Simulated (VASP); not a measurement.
This VASP 6.6.1 run on SiB6 needs a look.

Contents of INCAR:

```
AGGAC = 0.0
ALGO = Normal
EDIFF = 1E-8
ENCUT = 45
GGA = RE
ISIF = 2
ISMEAR = -1
LASPH = T
LCHARG = F
LEFG = T
LREAL = F
LUSE_VDW = T
LWAVE = F
NELM = 88
PREC = Accurate
SIGMA = 0.1
```

The input SiB6.cif:

```cif
data_SiB6
_cell_length_a 4.13000000
_cell_length_b 4.13000000
_cell_length_c 4.13000000
_cell_angle_alpha 90.00000000
_cell_angle_beta 90.00000000
_cell_angle_gamma 90.00000000
_space_group_name_H-M_alt 'Pm-3m'
_space_group_name_Hall '-P 4 2 3'
_space_group_IT_number 221
loop_
_space_group_symop_operation_xyz
'x,y,z'
'-x,-y,-z'
'-y,x,z'
'y,-x,-z'
'-x,-y,z'
'x,y,-z'
'y,-x,z'
'-y,x,-z'
'x,-y,-z'
'-x,y,z'
'-y,-x,-z'
'y,x,z'
'-x,y,-z'
'x,-y,z'
'y,x,-z'
'-y,-x,z'
'z,x,y'
'-z,-x,-y'
'z,-y,x'
'-z,y,-x'
'z,-x,-y'
'-z,x,y'
'z,y,-x'
'-z,-y,x'
'-z,x,-y'
'z,-x,y'
'-z,-y,-x'
'z,y,x'
'-z,-x,y'
'z,x,-y'
'-z,y,x'
'z,-y,-x'
'y,z,x'
'-y,-z,-x'
'x,z,-y'
'-x,-z,y'
'-y,z,-x'
'y,-z,x'
'-x,z,y'
'x,-z,-y'
'-y,-z,x'
'y,z,-x'
'-x,-z,-y'
'x,z,y'
'y,-z,-x'
'-y,z,x'
'x,-z,y'
'-x,z,-y'
loop_
_atom_site_label
_atom_site_type_symbol
_atom_site_symmetry_multiplicity
_atom_site_Wyckoff_symbol
_atom_site_fract_x
_atom_site_fract_y
_atom_site_fract_z
_atom_site_occupancy
Si1 Si 1 a 0.0000000000 0.0000000000 0.0000000000 1
B1 B 6 f 0.5000000000 0.5000000000 0.7900000000 1
```

The input KPOINTS:

```
k-points
0
Gamma
  7 7 7
```

POSCAR

```
Si B 
 1.0000000000000000
     4.1299999999999999    0.0000000000000000    0.0000000000000000
     0.0000000000000000    4.1299999999999999    0.0000000000000000
     0.0000000000000000    0.0000000000000000    4.1299999999999999
 Si  B  
   1   6
Cartesian
  0.0000000000000000  0.0000000000000000  0.0000000000000000
  2.0649999999999999  2.0649999999999999  3.2627000000000002
  2.0649999999999999  2.0649999999999999  0.8672999999999998
  3.2627000000000002  2.0649999999999999  2.0649999999999999
  0.8672999999999998  2.0649999999999999  2.0649999999999999
  2.0649999999999999  3.2627000000000002  2.0649999999999999
  2.0649999999999999  0.8672999999999998  2.0649999999999999
```

Potentials or basis: VASP PAW PBE potentials, release 64 (Si, B).

Launch:

```bash
$ ase convert -i cif -o vasp SiB6.cif POSCAR
$ cat potpaw_PBE.64/Si/POTCAR potpaw_PBE.64/B/POTCAR > POTCAR
$ mpirun -np 1 vasp_std > vasp.out
```

OUTCAR:

```text
EDIFF = 1E-8
   ENCUT = 45
   GGA = RE
   ISIF = 2
   ISMEAR = -1
   LASPH = T
   LREAL = F
   NELM = 88
   PREC = Accurate

 ion  position               nearest neighbor table
   1  0.000  0.000  0.000-
   2  0.500  0.500  0.790-   4 1.69   5 1.69   6 1.69   7 1.69   3 1.73
   3  0.500  0.500  0.210-   4 1.69   5 1.69   6 1.69   7 1.69   2 1.73
   4  0.790  0.500  0.500-   2 1.69   3 1.69   6 1.69   7 1.69   5 1.73
   5  0.210  0.500  0.500-   2 1.69   3 1.69   6 1.69   7 1.69   4 1.73
   6  0.500  0.790  0.500-   2 1.69   3 1.69   4 1.69   5 1.69   7 1.73
   7  0.500  0.210  0.500-   2 1.69   3 1.69   4 1.69   5 1.69   6 1.73

  LATTYP: Found a simple cubic cell.
 ALAT       =     4.1300000000

  Lattice vectors:

[... 246 lines left out ...]

 Electric field gradients after diagonalization (V/A^2)
 (convention: |V_zz| > |V_xx| > |V_yy|)
----------------------------------------------------------------------
 ion       V_xx      V_yy      V_zz     asymmetry (V_yy - V_xx)/ V_zz
----------------------------------------------------------------------
   1      -0.000     0.000     0.000       0.485
   2      -0.876    -0.876     1.753       0.000
   3      -0.876    -0.876     1.753       0.000
   4      -0.876    -0.876     1.753       0.000
   5      -0.876    -0.876     1.753       0.000
   6      -0.876    -0.876     1.753       0.000
   7      -0.876    -0.876     1.753       0.000
----------------------------------------------------------------------

           NMR quadrupolar parameters

 Cq : quadrupolar parameter    Cq=e*Q*V_zz/h
 eta: asymmetry parameters     (V_yy - V_xx)/ V_zz
 Q  : nuclear electric quadrupole moment in mb (millibarn)
----------------------------------------------------------------------
 ion       Cq(MHz)       eta       Q (mb)
----------------------------------------------------------------------
   1       0.000       0.485       1.000
   2       0.004       0.000       1.000
   3       0.004       0.000       1.000
   4       0.004       0.000       1.000
   5       0.004       0.000       1.000
   6       0.004       0.000       1.000
   7       0.004       0.000       1.000
----------------------------------------------------------------------
```

On the terminal:

```text
POSCAR found type information on POSCAR SiB
 POSCAR found :  2 types and       7 ions
 scaLAPACK will be used
[... 37 lines left out ...]
ion   5

ion   6

ion   7
```

Q: What happened, and what is wrong with the input?

A: The run converged. The input holds a flaw that was put in on purpose: cutoff typed in rydberg (ENCUT = 45). The program doesn't stop on it, so the numbers can't be trusted though the run ends normally.
